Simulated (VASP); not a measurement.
```xyz
2
Lattice="0.0000 3.2484 3.2484 3.2484 0.0000 3.2484 3.2484 3.2484 0.0000" Properties=species:S:1:pos:R:3 pbc="T T T"
Sr     0.0000     0.0000     0.0000
Te     3.2484     3.2484     3.2484
```

The numbers are results of vdW-DF-cx, VASP's PBE PAW potentials (set 64) (plane waves; VASP 6.6.1), not measurements. Run with 520 eV cut-off, 7×7×7 Γ-centred mesh, Gaussian smearing of 0.050 eV, potentials Sr_sv Te.

**Question.** Give the stress tensor in GPa (positive for a compressed cell).

**Answer.** 
```
2.49  0.00  0.00
0.00  2.49  0.00
0.00  0.00  2.49
```
The pressure is its mean diagonal, 2.49 GPa.

The compound is SrTe in the rock salt structure. This cell is one point of a volume scan, at 0.94 of the reference volume.
